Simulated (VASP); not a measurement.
Consider the following.

```
Al
1.0
   -1.60821     1.60821     1.60821
    1.60821    -1.60821     1.60821
    1.60821     1.60821    -1.60821
Al
1
Direct
  0.00000   0.00000   0.00000
```

Computed with PBEsol GGA, VASP's PBE PAW potentials (set 64) (plane waves; VASP). Settings: 400 eV cut-off, 18×18×18 Γ-centred mesh, tetrahedra with Blöchl corrections, potentials Al.

### Question
Predict the energy per atom (σ→0), band gap (on the k-mesh) with the smallest direct gap where there is one.

### Answer

```yaml
band gap (on the k-mesh): none (metal, semimetal or under 0.01 eV)
energy per atom (σ→0): -3.994 eV/atom
```

Only differences to runs with the same potentials and settings are physical.

The structure was generated: Al was put into the bcc type (Im-3m), which need not be its known phase. It was relaxed first.
